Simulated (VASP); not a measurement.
Data:

```
CELL_PARAMETERS angstrom
      1.77555    -3.07534     0.00000
      1.77555     3.07534     0.00000
      0.00000     0.00000     5.47012
ATOMIC_POSITIONS crystal
  Y  0.33333 0.66667 0.25000
  Y  0.66667 0.33333 0.75000
```

The numbers are results of LDA (Ceperley-Alder, Perdew-Zunger), VASP's LDA PAW potentials (set 64) (plane waves; VASP 6.6.1), not measurements. Settings: 520 eV cut-off, 13×13×8 Γ-centred mesh, tetrahedra with Blöchl corrections, potentials Y_sv.

### Question
Estimate the energy per atom (σ→0), band gap (on the k-mesh) with the smallest direct gap where there is one.

### Answer

The band gap (on the k-mesh) is none (metal, semimetal or under 0.01 eV) and the energy per atom (σ→0) is -670.2 kJ/mol of atoms.

Only differences to runs with the same potentials and settings are physical.

The compound is Y in the hcp structure. It was relaxed first, which changed the volume by -10 %.
